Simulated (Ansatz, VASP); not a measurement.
## CrSO (2H-CrOS monolayer) in two plane-wave programs

Wanted: the spread between two codes on one cell, functional and k mesh. Of the first pair: The structure shown is the start of the Ansatz relaxation below; VASP solves that cell, so the two are compared at the walk's first step.

Main program and level: Ansatz 0.2.0; plane waves, with VASP 6.6.1 beside it; single point at PBE with D3(BJ).

### 1. Starting point

The cell holds 3 atoms: 1 S, 1 Cr and 1 O. Its edges and angles: a = 2.842 Å, b = 2.842 Å, c = 29.120 Å, α = 90.0°, β = 90.0°, γ = 120.0°. Vacuum lies along c. The height across the vacuum is the one that the program set for its solve, not the one typed.

### 2. Ansatz: relaxation, PBE with D3(BJ)

Ansatz runs on its default PAW (the set named soft_2) files.

The two programs are compared at the cell with which this relaxation starts, whose forces are those of its first step.

Input file input.yaml:

```yaml
crystal:
  lattice:
    - [2.841782, 0.0, 0.0]
    - [-1.420891, 2.461055404, 0.0]
    - [0.0, 0.0, 20.6599455655]
  atoms:
    - { symbol: S, position: [0.3333333333, 0.6666666667, 0.4356255427] }
    - { symbol: Cr, position: [0.0, 0.0, 0.5150878009] }
    - { symbol: O, position: [0.3333333333, 0.6666666667, 0.5643744573] }
  periodic: [true, true, false]
kpoints:
  mp_grid: { grid: [12, 12, 1] }
hamiltonian:
  xc: pbe
  dispersion: d3bj
scf:
  occupations: { method: fermi_dirac, width: 0.05 }
  convergence: { dr2_threshold: 1.0e-09 }
relax:
  f_tol: 0.004
  max_steps: 90
  cell: {}
output:
  write_potential: true
  write_density: true
  volumetric_format: npy
```

Command:

```sh
> ansatz run input.yaml --threads 2 --pin off --max-ram 3072MiB --backend cpu --events-out ev --progress --plain --runs-dir out
```

Numbers of over 12 decimals in the logs are rounded to 6 here.

Output:

```text
Warning: crystal.periodic: the lattice vector that does not repeat stood 0.000° off the slab's normal, 20.660 Å along it as the deck builds it. The run solves the slab on a vector along the normal, 29.120 Å long, with every atom where it was (on the deck's vector they left 18.00 Å outside them, and the widest stretch free of ions among them is 1.64 Å). A fractional position that the run reports is one of the run's ce [...]
Warning: relax.cell: scf.convergence.dr2_threshold = 1e-9 eV is looser than the 1.87179196188e-10 eV advised for a relaxation that steers and ends on the stress (1e-10 eV for each atom of the cell: 3, times the square of relax.cell.stress_2d_tol = 0.05 N/m over 12.7 Å (the atoms' height at the walk's start and 5 Å past either face), 3.949e-2 GPa, over a crystal's default 0.05). What an SCF threshold leaves in a stress goes as its square root, and in the free energy as the threshold itself, and one threshold admits the most on a small cell: [figures from the program's tests cut] Set scf.convergence.dr2_threshold to 1.87179196188e-10 eV or tighter. [rest of the remark cut]
crystal.periodic: the lattice vector that does not repeat stood 0.000° off the slab's normal, 20.660 Å along it as the deck builds it. The run solves the slab on a vector along the normal, 29.120 Å long, with every atom where it was (on the deck's vector they left 18.00 Å outside them, and the widest stretch free of ions among them is 1.64 Å). A fractional position that the run reports is one of the run's cell, which [...]
Engine: ansatz 0.2.0, aarch64-unknown-linux-gnu
Pseudopotentials: kind: paw
Pseudopotential: S, paw, valence charge 6, recommended cutoff 420 eV (normal), S.paw.azcp
Pseudopotential: Cr, paw, valence charge 14, recommended cutoff 420 eV (normal), Cr.paw.azcp
Pseudopotential: O, paw, valence charge 6, recommended cutoff 420 eV (normal), O.paw.azcp
Functional definition: PBE
  parameter kappa = 0.804
  parameter beta = 0.066725
  exchange = pbe_x(kappa = kappa, mu = beta*pi^2/3)
  correlation = pbe_c(beta = beta)
Crystal: 3 atoms, lattice volume = 203.658 Å³
Basis set: ecut = 420 eV, 4033 PW (Γ), exchange–correlation on 40×40×400 points (8 copies of the dense FFT grid, shifted against one another)
Bands: 17, of which v1, the nominal top of the filled ones, is band 13 counted from 1 (12 counted from 0)
Symmetry: 6 space group operations
Space group: P3m1 (ITA 156), of the structure as read, at distance tolerance 5.9e-5 Å
[...]
SCF 5 converged in 7 iterations: F = -4848.631862 eV  dr2 = 6.39e-10
relax step   5: F+E_penalty+E_count = -4848.63186221 eV  Δ(F+E_penalty+E_count) = +5.357e-5 eV  max|allowed force component| = 5.272e-3 eV/Å  Δτ_max = 0.0008 Å  P = +0.015 N/m  Ω = 199.555 Å³  energy of the carried Pulay correction = +1.724e-3 eV  fix = [c, alpha, beta]  reactions: c +0.000 N/m  (7 SCF iters, accepted)
[...]
relax step   6: F+E_penalty+E_count = -4848.63185996 eV  Δ(F+E_penalty+E_count) = +2.252e-6 eV  max|allowed force component| = 2.039e-3 eV/Å  Δτ_max = 0.0001 Å  P = +0.006 N/m  Ω = 199.563 Å³  energy of the carried Pulay correction = +1.721e-3 eV  fix = [c, alpha, beta]  reactions: c +0.000 N/m  (5 SCF iters, accepted)
[...]
relax step   7: F+E_penalty+E_count = -4848.63038730 eV  Δ(F+E_penalty+E_count) = +1.473e-3 eV  max|allowed force component| = 1.959e-3 eV/Å  Δτ_max = 0.0000 Å  P = -0.039 N/m  Ω = 199.563 Å³  fix = [c, alpha, beta]  reactions: c -0.000 N/m  stress off target by 3.93e-2 N/m on what of the cell is left free  SCF on the basis re-selected at this cell (its energy is not comparable with the rows above)  (7 SCF iters)
basis re-selected at this cell: Δ(F+E_penalty+E_count) = +1.473e-3 eV, ΔP = -0.045 N/m vs the last step (what re-selecting the basis moved, of the pressure what is left beyond the Pulay correction that the steps carried, after the strain that the cell walked since its last selection, with what the two solves' SCF thresholds leave and, on support functions, any second-order correction that the steps lacked; it is no m [...]
WARN: The output density's exchange-correlation potential varies sharply where the density is thin. Do not read a vacuum level from v_tot or v_xc, or from such a field of the output density. On a cell that repeats whose density bears no net charge and no dipole along the vacuum's axis use v_es (v_loc + v_h of the components); under efield.dipole_correction with no amplitude use v_es + v_field, which holds any externa [...]
SCF converged after 7 iterations
Free energy (F): -4848.630387 eV
Harris-Foulkes:  -4848.630387 eV  (|F-HF|=7.91e-10)
Internal energy: -4848.629305 eV  (E = F + TS)
E sigma→0 (E₀):  -4848.629846 eV
Entropy (-TS):   -0.001082 eV (-0.361 meV/atom)
Fermi energy:    -5.707531 eV
--- Per-component energies (eV) ---
  E_band       = -681.176523
  E_kinetic    = 625.402338
  E_local      = -56585.845434  (includes V_loc(G=0)·N_el)
  E_nonlocal   = 153.648197
  E_hartree    = 27881.611549
  E_xc         = -311.328217
  E_vxc        = -360.841367  (∫ρ·V_xc dr)
  E_paw        = -1951.246298  (= ΣΔE_a)
  E_vpaw       = -276.765635  (= ΣTr[D̂ρ^β])
  E_aug_tail   = 0.002810  (compensation charges beyond the density's cutoff)
  E_ewald      = 25339.736028
  E_disp       = -0.610277  (pairwise vdW)
  E_smearing   = -0.001082  (= −TS)
  E_closure    = -0.000000  (closes the sum)
  Σ components = -4848.630387   (vs F -4848.630387, Δ=0.00e0)
--- Forces (eV/Å), atoms counted from 1 ---
  atom   1  S     -0.00000000    -0.00000000    -0.00108380
  atom   2  Cr     0.00000000     0.00000000    -0.00087349
  atom   3  O     -0.00000000    -0.00000000     0.00195929
  max |Σ_I F_I| component: 2.00e-6 eV/Å
--- 2D stress c σ (N/m, compression-positive) ---
       -0.039300      -0.000000       0.000000
       -0.000000      -0.039300       0.000000
        0.000000       0.000000      -0.000000
  P = ½ c Tr σ = -0.0393 N/m
--- Band table (eV; the first three rows and the last of 19) ---
  k-point 0: bands = [... 9 lower, -9.3493, -7.6041, -7.6041, -5.8254, -4.2643, -4.2643, -3.0884, -3.0884]
  k-point 1: bands = [... 9 lower, -9.2340, -7.8218, -7.7038, -5.9232, -4.3166, -4.2252, -3.5502, -3.1805]
  k-point 2: bands = [... 9 lower, -9.1676, -8.4205, -7.9038, -6.2585, -4.5401, -4.2618, -4.1166, -3.2829]
  k-point 18: bands = [... 9 lower, -10.5478, -9.9521, -8.5413, -6.8560, -5.5608, -4.2925, -4.0135, -3.1281]
  the weakly bound empty levels are not read free of the cell's end (no_gap_told)
--- Relaxed structure (6 steps of the walk, 6 accepted, 1 SCFs on fresh bases) ---
  F+E_penalty+E_count = -4848.63038730 eV   max|allowed force component| = 1.959e-3 eV/Å   (the final SCF, on the basis selected at the relaxed cell)
  cell:  # Å, volume = 199.5625 Å³
    - [2.813062, 0, 0]
    - [-1.406531, 2.436183, 0]
    - [0, 0, 29.119891]
  atoms:
    - { symbol: S, position: [0.333333, 0.666667, 0.310388] }
    - { symbol: Cr, position: [-1.1568120905033494e-18, -3.700743415524895e-17, 0.363919] }
    - { symbol: O, position: [0.333333, 0.666667, 0.400616] }
```

The column dr2 measures how far the density is from self-consistency, as an energy; F and HF (Harris–Foulkes) agree once it is small.

### 3. VASP: single point, PBE with D3(BJ), start cell, pair 1

The same cell, functional, mesh and smearing now go to VASP, with its own data sets.

Lines of VASP's logs that name or quote its potential files are left out, and so is its time.

Input file INCAR:

```
SYSTEM = CrSO
PREC = Accurate
ENCUT = 520
EDIFF = 1E-06
NELM = 120
ISMEAR = -1
SIGMA = 0.05
LREAL = .FALSE.
ALGO = Normal
GGA = PE
IVDW = 12
NBANDS = 18
LASPH = .TRUE.
LORBIT = 11
LWAVE = .FALSE.
LCHARG = .FALSE.
ISIF = 2
LDIPOL = .TRUE.
IDIPOL = 3
DIPOL = 0.5 0.5 0.358
LVHAR = .TRUE.
GGA_COMPAT = .FALSE.
EFERMI = MIDGAP
NELMDL = -8
```

Input file POSCAR:

```
CrSO
1.0
    2.8417820000      0.0000000000      0.0000000000
   -1.4208910000      2.4610550000      0.0000000000
    0.0000000000      0.0000000000     29.1198910000
S Cr O
1 1 1
Direct
    0.3333334688      0.6666669376      0.3090670909
    0.0000001355      0.0000002709      0.3654438816
    0.3333334688      0.6666669376      0.4004117323
```

Input file KPOINTS:

```
Automatic mesh
0
Gamma
12 12 1
0 0 0
```

The projector-augmented-wave data sets are S, Cr_pv and O (PBE family, release 64).

Command:

```sh
> mpirun -np 1 vasp_std
```

Output:

```text
[banner, memory and clock lines left out]
running    1 mpi-ranks, on    1 nodes
 distrk:  each k-point on    1 cores,    1 groups
 distr:  one band on    1 cores,    1 groups

 POSCAR found type information on POSCAR S CrO
 POSCAR found :  3 types and       3 ions
 LDA part: xc-table for (Slater+PW92), standard interpolation
 POSCAR, INCAR and KPOINTS ok, starting setup
 FFT: planning ... GRIDC
 FFT: planning ... GRID_SOFT
 FFT: planning ... GRID
 WAVECAR not read
 entering main loop
       N       E                     dE             d eps       ncg     rms          rms(c)
DAV:   1     0.185099736685E+03    0.18510E+03   -0.11837E+04   868   0.103E+03
DAV:   2    -0.596423026539E+01   -0.19106E+03   -0.18628E+03   912   0.268E+02
DAV:   3    -0.270518847459E+02   -0.21088E+02   -0.20821E+02   844   0.899E+01
DAV:   4    -0.274716688633E+02   -0.41978E+00   -0.41928E+00   848   0.141E+01
DAV:   5    -0.274801683021E+02   -0.84994E-02   -0.84979E-02   962   0.180E+00
DAV:   6    -0.274803356973E+02   -0.16740E-03   -0.16739E-03   942   0.201E-01
DAV:   7    -0.274803370038E+02   -0.13065E-05   -0.13064E-05  1020   0.196E-02
DAV:   8    -0.274803370244E+02   -0.20651E-07   -0.20511E-07   626   0.210E-03    0.248E+01
DAV:   9    -0.331419306958E+02   -0.56616E+01   -0.14026E+02   878   0.919E+01    0.382E+01
DAV:  10    -0.228511080132E+02    0.10291E+02   -0.12586E+02   810   0.990E+01    0.105E+01
DAV:  11    -0.219097060592E+02    0.94140E+00   -0.81963E+00   750   0.220E+01    0.390E+00
DAV:  12    -0.218460266739E+02    0.63679E-01   -0.10620E+00   852   0.705E+00    0.264E+00
DAV:  13    -0.218034925142E+02    0.42534E-01   -0.68822E-01   844   0.546E+00    0.135E+00
DAV:  14    -0.217880922454E+02    0.15400E-01   -0.14072E-01   780   0.256E+00    0.330E-01
[...]
DAV:  23    -0.217881083642E+02   -0.21417E-04   -0.66174E-06   690   0.231E-02    0.583E-03
DAV:  24    -0.217881322683E+02   -0.23904E-04   -0.22236E-06   636   0.124E-02    0.236E-03
DAV:  25    -0.217881487632E+02   -0.16495E-04   -0.17447E-06   578   0.115E-02    0.317E-03
DAV:  26    -0.217881566043E+02   -0.78411E-05   -0.67794E-07   528   0.707E-03    0.862E-04
DAV:  27    -0.217881606218E+02   -0.40175E-05   -0.15997E-07   432   0.200E-03    0.949E-04
DAV:  28    -0.217881629612E+02   -0.23394E-05   -0.82950E-08   448   0.166E-03    0.328E-04
DAV:  29    -0.217881641722E+02   -0.12110E-05   -0.30539E-08   420   0.846E-04    0.197E-04
DAV:  30    -0.217881648108E+02   -0.63862E-06   -0.17697E-08   414   0.776E-04
   1 F= -.22382030E+02 E0= -.22378126E+02  d E =-.780778E-02
```

OUTCAR, selected parts (step 3):

```text
ion  position               nearest neighbor table
   1  0.333  0.667  0.309-   2 2.32   2 2.32   2 2.32
   2  0.000  0.000  0.365-   3 1.93   3 1.93   3 1.93   1 2.32   1 2.32   1 2.32
   3  0.333  0.667  0.400-   2 1.93   2 1.93   2 1.93

  LATTYP: Found a hexagonal cell.
 ALAT       =     2.8417820000
 C/A-ratio  =    10.2470530815

 Subroutine GETGRP returns: Found  6 space group operations
 (whereof  6 operations were pure point group operations)

The static configuration has the point symmetry C_3v.

 Found     19 irreducible k-points:

   k-points           NKPTS =     19   k-points in BZ     NKDIM =     19   number of bands    NBANDS=     18

   dimension x,y,z NGX =    24 NGY =   24 NGZ =  224
   dimension x,y,z NGXF=    48 NGYF=   48 NGZF=  448

   ENCUT  =  520.0 eV  38.22 Ry    6.18 a.u.   5.28  5.28 54.14*2*pi/ulx,y,z

   NELECT =      24.0000    total number of electrons

 k-points in reciprocal lattice and weights: Automatic mesh
   0.00000000  0.00000000  0.00000000       0.007
   0.08333333  0.00000000  0.00000000       0.042
   0.16666667  0.00000000  0.00000000       0.042
   0.25000000 -0.00000000  0.00000000       0.042
   0.33333333  0.00000000  0.00000000       0.042
   0.41666667  0.00000000  0.00000000       0.042
   0.50000000 -0.00000000  0.00000000       0.021
   0.08333333  0.08333333  0.00000000       0.042
   0.16666667  0.08333333  0.00000000       0.083
[...]
0.33333333  0.25000000  0.00000000       0.083
   0.33333333  0.33333333  0.00000000       0.014

 dipolmoment           0.000000      0.000000      0.087315 electrons x Angstroem

 average (electrostatic) potential at core
       1 -95.9773       2 -81.1161       3 -79.4497

 E-fermi :  -3.2259

 k-point     1 :       0.0000    0.0000    0.0000
  band No.  band energies     occupation
    ...
      7      -7.9325      2.00000
      8      -7.9325      2.00000
      9      -7.0695      2.00000
     10      -4.9078      2.00000
     11      -4.9078      2.00000
     12      -3.1604      0.42454
     13      -1.6720      0.00000
     14      -1.6720      0.00000
     15      -0.9126      0.00000
     16      -0.9126      0.00000
    ...

 k-point     2 :       0.0833    0.0000    0.0000
  band No.  band energies     occupation
    ...
      8      -7.8977      2.00000
      9      -6.9408      2.00000
     10      -5.1257      2.00000
     11      -4.9943      2.00000
     12      -3.2673      1.39154
     13      -1.7597      0.00000
     14      -1.6422      0.00000
     15      -1.3451      0.00000
     16      -1.0061      0.00000
     17       0.7811      0.00000
    ...

 k-point     3 :       0.1667    0.0000    0.0000
  band No.  band energies     occupation
    ...
      8      -7.8212      2.00000
      9      -6.7377      2.00000
     10      -5.8350      2.00000
     11      -5.1710      2.00000
     12      -3.6271      1.99934
     13      -2.2866      0.00000
     14      -1.7539      0.00000
     15      -1.6154      0.00000
     16      -1.0611      0.00000
     17       1.2855      0.00000
    ...

 Edisp (eV)   -0.59387

  Total      -0.94537    -0.94537    -1.48449     0.00000     0.00000    -0.00000
  in kB      -7.43723    -7.43723   -11.67850     0.00000     0.00000    -0.00000
  external pressure =       -8.85 kB  Pullay stress =        0.00 kB

  energy-cutoff  :      520.00
  volume of cell :      203.66
      direct lattice vectors                 reciprocal lattice vectors
     2.841782000  0.000000000  0.000000000     0.351891876  0.203164903  0.000000000
    -1.420891000  2.461055000  0.000000000     0.000000000  0.406329806  0.000000000
     0.000000000  0.000000000 29.119891000     0.000000000  0.000000000  0.034340788

 POSITION                                       TOTAL-FORCE (eV/Angst)
 -----------------------------------------------------------------------------------
      0.00000      1.64070      9.00000        -0.000000      0.000000      1.144259
      0.00000      0.00000     10.64169         0.000000      0.000000     -1.567348
      0.00000      1.64070     11.65995         0.000000     -0.000000      0.423089
 -----------------------------------------------------------------------------------
    total drift:                               -0.000000     -0.001450      0.000343

  FREE ENERGIE OF THE ION-ELECTRON SYSTEM (eV)
  ---------------------------------------------------
  free  energy   TOTEN  =       -22.3820301870 eV

  energy  without entropy=      -22.3742224022  energy(sigma->0) =      -22.37812629

 vacuum level on the upper side and lower side of the slab         3.476         1.217

 total charge
# of ion       s       p       d       tot
------------------------------------------
    1        1.384   2.288   0.000   3.672
    2        0.330   6.402   4.228  10.960
    3        1.585   3.370   0.000   4.955
--------------------------------------------------
tot          3.299  12.060   4.228  19.586

[... 3 further parts left out ...]
```

This run has no spin polarisation, so a moment on Cr, if there is one, isn't seen.

### 4. Differences

Known differences besides the potentials themselves: Ansatz cuts the interaction across the vacuum, VASP repeats the sheet with a dipole correction; the data sets hold 26 valence electrons in Ansatz (on its default PAW (the set named soft_2) files) and 24 in VASP; the cutoff is 420 eV in Ansatz and 520 eV in VASP. Total energies have different zeros and are not compared.

Forces (eV/Å; atoms numbered as in POSCAR):

```csv
atom,"Ansatz x, y, z","VASP x, y, z"
S1,"0.000, 0.000, 1.147","0.000, 0.000, 1.144"
Cr2,"0.000, 0.000, -1.516","0.000, 0.000, -1.567"
O3,"0.000, 0.000, 0.369","0.000, 0.000, 0.423"
```

The forces differ by 25 meV/Å r.m.s., which is 3.7 % of the r.m.s. force of 0.662 eV/Å (both taken over all components). With vacuum in the cell, a pressure given here is an average over mostly empty space and none of the material.

### 5. Other set-ups

Further runs change the set-up of one program: Ansatz's method, potentials or start, or VASP's data sets, cutoff or form of LDA. The table gives that difference for each run.

```csv
run,r.m.s. force difference (meV/Å)
as above,25
"VASP with the data sets S, Cr_sv and O",11
```

(Part 1 of 2 ends here.)

[Lines on the potential files, build, host, timing and source positions are cut from VASP's logs without a mark.]

[Logs are printed without paths, hosts, clocks, repeated set-up lines and the standing remarks that a program may print on its own settings, such as how far it seeks lower states.]

[Hosts, paths, dates, database ids (printed as entryN), source tags and the programs' standing remarks are cut or masked in the printed files.]
